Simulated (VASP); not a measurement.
These are r2SCAN+rVV10, VASP's PBE PAW potentials (set 64) (plane waves; VASP) values and carry that method's errors.

A VASP calculation is set up with these files.

File KPOINTS:
```
Automatic mesh
0
Gamma
10 10 10
0 0 0
```

POSCAR:
```
BAs
1.0
  0.0000000000   2.3412107998   2.3412107998
  2.3412107998   0.0000000000   2.3412107998
  2.3412107998   2.3412107998   0.0000000000
B As
1 1
Cart
  0.0000000000   0.0000000000   0.0000000000
  1.1706053999   1.1706053999   1.1706053999
```

### INCAR
```
SYSTEM = BAs
PREC = Accurate
ENCUT = 520
EDIFF = 1E-7
NELM = 100
ALGO = Normal
LREAL = .FALSE.
LASPH = .TRUE.
ISMEAR = 0
SIGMA = 0.05
METAGGA = R2SCAN
LUSE_VDW = .TRUE.
BPARAM = 11.95
CPARAM = 0.0093
LMIXTAU = .TRUE.
LMAXMIX = 4
LWAVE = .FALSE.
LCHARG = .FALSE.
ISIF = 2
```

POTCAR, in this order: B As (PBE.64 set). Program: vasp_std.

Output of the run:

OSZICAR:
```
       N       E                     dE             d eps       ncg     rms          rms(c)
DAV:   1     0.370041187906E+01    0.37004E+01   -0.40866E+03   752   0.913E+02
DAV:   2    -0.234387390129E+02   -0.27139E+02   -0.26156E+02  1176   0.117E+02
DAV:   3    -0.237616490625E+02   -0.32291E+00   -0.32291E+00   816   0.171E+01
DAV:   4    -0.237620680590E+02   -0.41900E-03   -0.41900E-03  1160   0.668E-01
DAV:   5    -0.237620681317E+02   -0.72728E-07   -0.72714E-07   792   0.698E-03    0.545E+00
DAV:   6    -0.220577224851E+02    0.17043E+01   -0.12068E+00   928   0.801E+00    0.315E+00
DAV:   7    -0.218648660963E+02    0.19286E+00   -0.54506E-01   824   0.467E+00    0.841E-01
DAV:   8    -0.218907139420E+02   -0.25848E-01   -0.22933E-01   752   0.448E+00    0.417E-01
DAV:   9    -0.220441311521E+02   -0.15342E+00   -0.21202E-02   792   0.134E+00    0.220E-01
DAV:  10    -0.220454728663E+02   -0.13417E-02   -0.18898E-04  1128   0.136E-01    0.219E-01
DAV:  11    -0.220456571212E+02   -0.18425E-03   -0.12893E-05   880   0.394E-02    0.217E-01
DAV:  12    -0.220732006157E+02   -0.27543E-01   -0.51925E-03  1000   0.721E-01    0.312E-01
DAV:  13    -0.220883214433E+02   -0.15121E-01   -0.52393E-03   776   0.951E-01    0.714E-01
DAV:  14    -0.220894834174E+02   -0.11620E-02   -0.80190E-04   848   0.318E-01    0.322E-01
DAV:  15    -0.220897702299E+02   -0.28681E-03   -0.33902E-04   928   0.174E-01    0.116E-01
DAV:  16    -0.220898012469E+02   -0.31017E-04   -0.12542E-05  1072   0.345E-02    0.854E-02
DAV:  17    -0.220898603493E+02   -0.59102E-04   -0.24668E-05   920   0.551E-02    0.578E-02
DAV:  18    -0.220898789352E+02   -0.18586E-04   -0.94224E-06  1136   0.354E-02    0.241E-02
DAV:  19    -0.220898789088E+02    0.26408E-07   -0.32768E-06   952   0.169E-02    0.560E-03
DAV:  20    -0.220898795485E+02   -0.63974E-06   -0.10051E-07   800   0.386E-03    0.273E-03
DAV:  21    -0.220898795224E+02    0.26133E-07   -0.35671E-08   376   0.215E-03
   1 F= -.22089880E+02 E0= -.22089880E+02  d E =-.257964E-17
```

### OUTCAR
```
------------------------ aborting loop because EDIFF is reached ----------------------------------------
  FORCE on cell =-STRESS in cart. coord.  units (eV):
  Direction    XX          YY          ZZ          XY          YZ          ZX
  --------------------------------------------------------------------------------------
  Total        1.6174791      1.6174791      1.6174791     -0.0000000      0.0000000     -0.0000000
  in kB      100.9712455    100.9712455    100.9712455     -0.0000000      0.0000000     -0.0000000
  external PRESSURE =     100.9712455 kB  Pullay stress =       0.0000000 kB
  volume of cell :       25.67
      direct lattice vectors                 reciprocal lattice vectors
     0.000000000  2.341210800  2.341210800    -0.213564708  0.213564708  0.213564708
     2.341210800  0.000000000  2.341210800     0.213564708 -0.213564708  0.213564708
     2.341210800  2.341210800  0.000000000     0.213564708  0.213564708 -0.213564708
  FREE ENERGIE OF THE ION-ELECTRON SYSTEM (eV)
  ---------------------------------------------------
  free  energy   TOTEN  =       -22.0898795224 eV

  energy  without entropy=      -22.0898795224  energy(sigma->0) =      -22.08987952
```
(Selected blocks of OUTCAR.)

The compound is BAs in the zinc blende structure. This cell is one point of a volume scan, at 0.94 of the reference volume.
